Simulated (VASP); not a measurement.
All values below come from PBE GGA, VASP's PBE PAW potentials (set 64) (plane waves; VASP 6.6.1).

Input for VASP

File POSCAR:
```
ZrS2
1
    1.8413462591    -3.1893052977     0.0000000000
    1.8413462591     3.1893052977     0.0000000000
    0.0000000000    -0.0000000000     6.5466249694
Zr S
1 2
Direct
  0.0000000000   1.0000000000   0.0000000000
  0.3333330000   0.6666670000   0.2215974614
  0.6666670000   0.3333330000   0.7784025386
```

KPOINTS:
```
kpoints
0
gamma
 8 8 4
```

**INCAR**
```
SYSTEM  =  ZrS2
PREC  =  Accurate; ENCUT  =  400; LREAL  =  .FALSE.
LASPH  =  .TRUE.
EDIFF  =  1E-6; NELM  =  100; ALGO  =  Normal
LMAXMIX  =  4
ISMEAR  =  0; SIGMA  =  0.05
GGA  =  PE
IBRION  =  2; NSW  =  60; ISIF  =  3
EDIFFG  =  -0.01
LWAVE  =  .FALSE.; LCHARG  =  .FALSE.
```

POTCAR, in this order: Zr_sv S (PBE.64 set). Program: vasp_std.

Without a dispersion term in the relaxation, distances and binding between the weakly bound layers, chains or molecules are unreliable, and so is what depends on them.

Problem. Estimate the energy per atom (σ→0).

Solution. 
```yaml
energy per atom (σ→0): -7.147 eV/atom
```

File OSZICAR:
```
...
DAV:   9    -0.214393182322E+02   -0.95118E-03   -0.10641E-02  1616   0.711E-01    0.450E-01
DAV:  10    -0.214395590873E+02   -0.24086E-03   -0.16373E-03  1520   0.298E-01    0.148E-01
DAV:  11    -0.214395979772E+02   -0.38890E-04   -0.13608E-04  1448   0.802E-02    0.511E-02
DAV:  12    -0.214396341319E+02   -0.36155E-04   -0.68224E-05  1416   0.563E-02    0.304E-02
DAV:  13    -0.214396360234E+02   -0.18916E-05   -0.17347E-06  1456   0.877E-03    0.127E-02
DAV:  14    -0.214396373340E+02   -0.13106E-05   -0.25549E-06  1384   0.112E-02    0.196E-03
DAV:  15    -0.214396374491E+02   -0.11506E-06   -0.12381E-07   912   0.236E-03
   1 F= -.21439637E+02 E0= -.21439637E+02  d E =-.214396E+02
```

The compound is ZrS2 in the 1T layered structure. It was relaxed first, which changed the volume by +14 %. The start is the result of an earlier pass.
